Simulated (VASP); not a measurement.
An input for Quantum ESPRESSO's pw.x (written as the equivalent of a VASP run, and not itself run):

```
&CONTROL
  calculation = 'scf'
  pseudo_dir = './pseudo'
  outdir = './out'
  tprnfor = .true.
  tstress = .true.
/
&SYSTEM
  ibrav = 0
  nat = 2
  ntyp = 2
  ecutwfc = 92
  occupations = 'tetrahedra'
  input_dft = 'vdw-df2-b86r'
/
&ELECTRONS
  conv_thr = 7.3e-09
  electron_maxstep = 100
/
ATOMIC_SPECIES
  Zn 65.380 Zn.upf
  Cu 63.546 Cu.upf
CELL_PARAMETERS angstrom
     2.9442160    0.0000000   -0.0000000
     0.0000000    2.9442160   -0.0000000
     0.0000000    0.0000000    2.9442160
ATOMIC_POSITIONS crystal
  Zn   0.5000000  0.5000000  0.5000000
  Cu   0.0000000  0.0000000  0.0000000
K_POINTS automatic
  14 14 14 0 0 0
```

Problem. Translate this input to VASP (INCAR, KPOINTS, POSCAR, choice of POTCAR).

Solution. Several could match; the one computed here: 
### POSCAR
```
CuZn
1
    2.9442160492     0.0000000000    -0.0000000000
    0.0000000000     2.9442160492    -0.0000000000
    0.0000000000     0.0000000000     2.9442160492
Zn Cu
1 1
Direct
  0.5000000000   0.5000000000   0.5000000000
  0.0000000000   0.0000000000   0.0000000000
```

### KPOINTS
```
Automatic
0
Gamma
 14 14 14
0 0 0
```

**INCAR**
```
SYSTEM = CuZn
PREC = Accurate; ENCUT = 520; LREAL = .False.
LASPH = .True.
EDIFF = 1E-7; NELM = 100; ALGO = Normal
LMAXMIX = 4
ISMEAR = -5
GGA = MK; LUSE_VDW = .True.; AGGAC = 0.0
PARAM1 = 0.1234568; PARAM2 = 0.7114; ZAB_VDW = -1.8867
ISIF = 2
LWAVE = .False.; LCHARG = .True.; LORBIT = 11
NEDOS = 601
```

POTCAR, in this order: Zn Cu (PBE.64 set). Program: vasp_std.

What does not carry over: the potentials are each code's own (VASP's PAW set, PseudoDojo norm-conserving files in pw.x), so ENCUT and ecutwfc are chosen apart and not converted; conv_thr bounds pw.x's estimated SCF error, while EDIFF bounds the energy change between steps.

The compound is CuZn in the CsCl type structure. It was relaxed first.
